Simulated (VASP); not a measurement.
Computed with vdW-DF2, VASP's PBE PAW potentials (set 64) (plane waves; VASP 6.6.1).

VASP ran on this input.

File POSCAR:
```
HfO2
1.0
  0.0000000000   2.5775970187   2.5775970187
  2.5775970187   0.0000000000   2.5775970187
  2.5775970187   2.5775970187   0.0000000000
Hf O
1 2
Cart
  0.0000000000   0.0000000000   0.0000000000
  1.2887985094   1.2887985094   1.2887985094
  3.8663955280   3.8663955280   3.8663955280
```

### INCAR
```
AGGAC=0.0
ALGO=Normal
EDIFF=1E-7
ENCUT=520
GGA=ML
ICHARG=11
ISMEAR=0
LASPH=T
LCHARG=F
LMAXMIX=6
LORBIT=11
LREAL=F
LUSE_VDW=T
LWAVE=F
NELM=100
PREC=Accurate
SIGMA=0.05
SYSTEM=HfO2
ZAB_VDW=-1.8867
```

File KPOINTS:
```
k-points along high-symmetry lines
15
Line-mode
Reciprocal
  0.000000   0.000000   0.000000 ! GAMMA
  0.500000   0.000000   0.500000 ! X

  0.500000   0.000000   0.500000 ! X
  0.625000   0.250000   0.625000 ! U

  0.375000   0.375000   0.750000 ! K
  0.000000   0.000000   0.000000 ! GAMMA

  0.000000   0.000000   0.000000 ! GAMMA
  0.500000   0.500000   0.500000 ! L

  0.500000   0.500000   0.500000 ! L
  0.500000   0.250000   0.750000 ! W

  0.500000   0.250000   0.750000 ! W
  0.500000   0.000000   0.500000 ! X
```

POTCAR, in this order: Hf_pv O (PBE.64 set). Program: vasp_std. Read from the step before: CHGCAR.

Output

### OSZICAR
```
       N       E                     dE             d eps       ncg     rms          rms(c)
DAV:   1     0.992989224536E+02    0.99299E+02   -0.12950E+04  2700   0.144E+03
DAV:   2    -0.196657724355E+02   -0.11896E+03   -0.11629E+03  3667   0.306E+02
DAV:   3    -0.236097736485E+02   -0.39440E+01   -0.39376E+01  3302   0.520E+01
DAV:   4    -0.236461384275E+02   -0.36365E-01   -0.36352E-01  3431   0.537E+00
DAV:   5    -0.236466251345E+02   -0.48671E-03   -0.48665E-03  3345   0.537E-01
DAV:   6    -0.236466383848E+02   -0.13250E-04   -0.13249E-04  3481   0.796E-02
DAV:   7    -0.236466388347E+02   -0.44993E-06   -0.44995E-06  3434   0.118E-02
DAV:   8    -0.236466388529E+02   -0.18169E-07   -0.18165E-07  3171   0.214E-03
   1 F= -.23646639E+02 E0= -.23646639E+02  d E =-.148652E-21
```

File OUTCAR:
```
 val. band max:        3.8439284987   @ k =   0.5000   0.0000   0.5000

 cond. band min:       7.5668170293   @ k =   0.5000   0.0000   0.5000



 k-point     1 :       0.0000    0.0000    0.0000
  band No.  band energies     occupation
      1     -26.0669      2.00000
      2     -26.0669      2.00000
      3     -26.0669      2.00000
      4     -14.4489      2.00000
      5     -11.7221      2.00000
      6      -1.0609      2.00000
      7      -1.0609      2.00000
      8      -1.0609      2.00000
      9       3.2744      2.00000
     10       3.2744      2.00000
     11       3.2744      2.00000
     12       7.6556      0.00000
     13       7.6556      0.00000
     14       9.4869      0.00000
     15      13.6003      0.00000

 k-point     2 :       0.0357    0.0000    0.0357
  band No.  band energies     occupation
      1     -26.0717      2.00000
      2     -26.0681      2.00000
      3     -26.0681      2.00000
      4     -14.4283      2.00000
      5     -11.7392      2.00000
      6      -1.0486      2.00000
      7      -1.0486      2.00000
      8      -1.0116      2.00000
      9       3.1552      2.00000
     10       3.2770      2.00000
     11       3.2770      2.00000
     12       7.6701      0.00000
     13       7.7009      0.00000
     14       9.5618      0.00000
     15      13.5602      0.00000

 k-point     3 :       0.0714    0.0000    0.0714
  band No.  band energies     occupation
      1     -26.0856      2.00000
      2     -26.0717      2.00000
      3     -26.0717      2.00000
      4     -14.3674      2.00000
      5     -11.7893      2.00000
      6      -1.0116      2.00000
      7      -1.0116      2.00000
      8      -0.8659      2.00000
      9       2.8282      2.00000
     10       3.2836      2.00000
     11       3.2836      2.00000
     12       7.7133      0.00000
     13       7.8125      0.00000
     14       9.7769      0.00000
     15      13.4028      0.00000

...
```

The density is held fixed in this step, so its total energy and stress have no physical meaning. Unless said otherwise, spin-orbit coupling is left out, though it shifts the bands of the heavy elements here.

The compound is HfO2 in the fluorite structure, the high-temperature cubic form, which is unstable at 0 K; the monoclinic form is the stable one. It was relaxed first.
